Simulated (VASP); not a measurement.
All values below come from vdW-DF-cx, VASP's PBE PAW potentials (set 64) (plane waves; VASP).

The input files of a VASP run:

**INCAR**
```
# general
SYSTEM   = Co
PREC     = Accurate
ENCUT    = 520
LREAL    = .FALSE.
LASPH    = .TRUE.
ICHARG   = 11

# electronic loop
EDIFF    = 1E-7
NELM     = 100
ALGO     = Normal
LMAXMIX  = 4

# smearing
ISMEAR   = 0
SIGMA    = 0.05

# functional
GGA      = CX
LUSE_VDW = .TRUE.
AGGAC    = 0.0

# spin
ISPIN    = 2
MAGMOM   = 2*1.6

# output
LWAVE    = .FALSE.
LCHARG   = .FALSE.
LORBIT   = 11
```

**POSCAR**
```
Co
3.965450
  0.3100918147  -0.5370948341   0.0000000000
  0.3100918147   0.5370948341   0.0000000000
  0.0000000000   0.0000000000   1.0000000371
Co
2
Cartesian
  0.3100918147   0.1790319694   0.2500000093
  0.3100918147  -0.1790319694   0.7500000278
```

### KPOINTS
```
k-points along high-symmetry lines
10
Line-mode
Reciprocal
  0.000000   0.000000   0.000000 ! GAMMA
 -0.000000   0.500000   0.000000 ! M

 -0.000000   0.500000   0.000000 ! M
 -0.333333   0.666667   0.000000 ! K

 -0.333333   0.666667   0.000000 ! K
  0.000000   0.000000   0.000000 ! GAMMA

  0.000000   0.000000   0.000000 ! GAMMA
  0.000000   0.000000   0.500000 ! A

  0.000000   0.000000   0.500000 ! A
 -0.000000   0.500000   0.500000 ! L

 -0.000000   0.500000   0.500000 ! L
 -0.333333   0.666667   0.500000 ! H

 -0.333333   0.666667   0.500000 ! H
  0.000000   0.000000   0.500000 ! A

 -0.000000   0.500000   0.500000 ! L
 -0.000000   0.500000   0.000000 ! M

 -0.333333   0.666667   0.500000 ! H
 -0.333333   0.666667   0.000000 ! K
```

POTCAR, in this order: Co (PBE.64 set). Program: vasp_std. Read from the step before: CHGCAR.

Output of the run:

OSZICAR:
```
       N       E                     dE             d eps       ncg     rms          rms(c)
DAV:   1     0.822862111248E+02    0.82286E+02   -0.85432E+03  5519   0.164E+03
DAV:   2    -0.765478123324E+01   -0.89941E+02   -0.83174E+02  5407   0.252E+02
DAV:   3    -0.981327751093E+01   -0.21585E+01   -0.21200E+01  6590   0.545E+01
DAV:   4    -0.984949254283E+01   -0.36215E-01   -0.36206E-01  8213   0.529E+00
DAV:   5    -0.984968984015E+01   -0.19730E-03   -0.19730E-03  6656   0.417E-01
DAV:   6    -0.984969475177E+01   -0.49116E-05   -0.49121E-05  8248   0.463E-02
DAV:   7    -0.984969477691E+01   -0.25144E-07   -0.26090E-07  5890   0.409E-03
   1 F= -.98496948E+01 E0= -.98480804E+01  d E =-.322884E-02  mag=     3.0882
```

File OUTCAR:
```



 magnetization (x)

# of ion       s       p       d       tot
------------------------------------------
    1       -0.014  -0.041   1.653   1.598
    2       -0.014  -0.041   1.653   1.598
--------------------------------------------------
tot         -0.029  -0.081   3.306   3.196
```
(Selected blocks of OUTCAR.)

OUTCAR:
```
 val. band max:       10.5605517222   @ k =   0.0000   0.2778   0.5000

 cond. band min:      10.5690652599   @ k =   0.0000   0.3889   0.5000



 spin component 1

 k-point     1 :       0.0000    0.0000    0.0000
  band No.  band energies     occupation
      1       1.5315      1.00000
      2       5.4032      1.00000
      3       8.1099      1.00000
      4       8.1189      1.00000
      5       8.1189      1.00000
      6       8.4600      1.00000
      7       8.4600      1.00000
      8       8.8249      1.00000
      9       8.8249      1.00000
     10      10.0201      1.00000
     11      10.0202      1.00000
     12      10.6453      0.00844
     13      17.5218      0.00000
     14      33.0447      0.00000
     15      35.9746      0.00000

 k-point     2 :       0.0000    0.0556    0.0000
  band No.  band energies     occupation
      1       1.6436      1.00000
      2       5.4723      1.00000
      3       7.9572      1.00000
      4       8.1732      1.00000
      5       8.2555      1.00000
      6       8.4331      1.00000
      7       8.5079      1.00000
      8       8.7652      1.00000
      9       8.7898      1.00000
     10       9.4646      1.00000
     11      10.0356      1.00000
     12      11.3339      0.00000
     13      17.5384      0.00000
     14      32.3091      0.00000
     15      34.2338      0.00000

 k-point     3 :       0.0000    0.1111    0.0000
  band No.  band energies     occupation
      1       1.9747      1.00000
      2       5.6649      1.00000
      3       7.7700      1.00000
      4       8.3246      1.00000
      5       8.3318      1.00000
      6       8.4452      1.00000
      7       8.4554      1.00000
      8       8.6477      1.00000
      9       8.6941      1.00000
     10       8.9735      1.00000
     11      10.0750      1.00000
     12      12.3572      0.00000
     13      17.5929      0.00000
     14      30.0840      0.00000
...
```

The density is held fixed in this step, so its total energy and stress have no physical meaning.

The compound is Co in the hcp structure. It was relaxed first, which changed the volume by -6 %.
